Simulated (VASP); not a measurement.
The system is Sc.

```
Sc
1.0
     3.30900    0.00000    0.00000
    -1.65450    2.86568    0.00000
     0.00000    0.00000    5.27330
Sc
2
Cartesian
  0.0000 1.9105 1.3183
  1.6545 0.9552 3.9550
```

| Item | Value |
| --- | --- |
| Program | VASP 6.6.1 |
| Task | relaxation of cell and atoms |
| Functional | LDA |
| Potentials or basis | VASP PAW LDA potentials, release 64 (Sc_sv) |
| Cutoff | 600 eV |
| k mesh | 15 × 15 × 8 |
| Occupations | methfessel-paxton, width 0.1 eV |
| Spin | no spin polarisation |

At the start: pressure -5.3 GPa; volume 25.00 Å³/atom.

Task: How do energy, volume and symmetry change on relaxing?

Result: Over 9 steps the energy falls by 47.7 meV/atom and the volume is 22.53 Å³/atom (-9.9 %); space group P6_3/mmc (No. 194, to 0.05 Å).

The path:
```
step  energy change (eV)  largest force (eV/Å)  pressure (GPa)  volume (Å³)
   1              0.0000                0.0000           -5.32        50.00
   2             -0.0896                0.0000            1.27        44.23
   3             -0.0924                0.0000            0.18        45.00
   4             -0.0923                0.0000            0.04        45.10
   5             -0.0948                0.0000           -0.04        45.13
   6             -0.0953                0.0000           -0.08        45.15
   7             -0.0953                0.0000           -0.09        45.15
   8             -0.0953                0.0000           -0.09        45.15
   9             -0.0953                0.0000            0.03        45.06
```

Final structure:
```
Sc
1.0
     3.23164    0.00000    0.00000
    -1.61582    2.79868    0.00000
     0.00000    0.00000    4.98268
Sc
2
Direct
  0.33333 0.66667 0.25000
  0.66667 0.33333 0.75000
```
